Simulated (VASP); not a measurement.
A VASP calculation is set up with these files.

**KPOINTS**
```
Automatic mesh
0
gamma
6 6 6
```

**INCAR**
```
SYSTEM=BaF2
PREC=Accurate; ENCUT=520; LREAL=F
LASPH=T
EDIFF=1E-6; NELM=100; ALGO=Normal
LMAXMIX=4
ISMEAR=0; SIGMA=0.05
GGA=BO; LUSE_VDW=T; AGGAC=0.0
PARAM1=0.1833333333; PARAM2=0.22
IBRION=2; NSW=60; ISIF=3
EDIFFG=-0.02
LWAVE=F; LCHARG=F
```

### POSCAR
```
BaF2
1
    0.0000000000     3.1158332123     3.1158332123
    3.1158332123    -0.0000000000     3.1158332123
    3.1158332123     3.1158332123     0.0000000000
Ba F
1 2
Direct
  0.0000000000   0.0000000000   0.0000000000
  0.2500000000   0.2500000000   0.2500000000
  0.7500000000   0.7500000000   0.7500000000
```

POTCAR, in this order: Ba_sv F (PBE.64 set). Program: vasp_std.

Q: Write an equivalent input for Quantum ESPRESSO's pw.x.

A: One equivalent input (not run):
```
&CONTROL
  calculation = 'vc-relax'
  pseudo_dir = './pseudo'
  outdir = './out'
  tprnfor = .true.
  tstress = .true.
  nstep = 60
  forc_conv_thr = 0.00078
/
&SYSTEM
  ibrav = 0
  nat = 3
  ntyp = 2
  ecutwfc = 84
  occupations = 'smearing'
  smearing = 'gaussian'
  degauss = 0.003675
  input_dft = 'vdw-df-obk8'
/
&ELECTRONS
  conv_thr = 7.3e-08
  electron_maxstep = 100
/
&IONS
/
&CELL
/
ATOMIC_SPECIES
  Ba 137.327 Ba.upf
  F 18.998 F.upf
CELL_PARAMETERS angstrom
     0.0000000    3.1158332    3.1158332
     3.1158332   -0.0000000    3.1158332
     3.1158332    3.1158332    0.0000000
ATOMIC_POSITIONS crystal
  Ba   0.0000000  0.0000000  0.0000000
  F    0.2500000  0.2500000  0.2500000
  F    0.7500000  0.7500000  0.7500000
K_POINTS automatic
  6 6 6 0 0 0
```
The two are equivalent in intent, not identical: the potentials are each code's own (VASP's PAW set, PseudoDojo norm-conserving files in pw.x), so ENCUT and ecutwfc are chosen apart and not converted; conv_thr bounds pw.x's estimated SCF error, while EDIFF bounds the energy change between steps; forc_conv_thr acts on force components and is met together with etot_conv_thr.

The compound is BaF2 in the fluorite structure. It was relaxed first. The start is the result of an earlier pass.
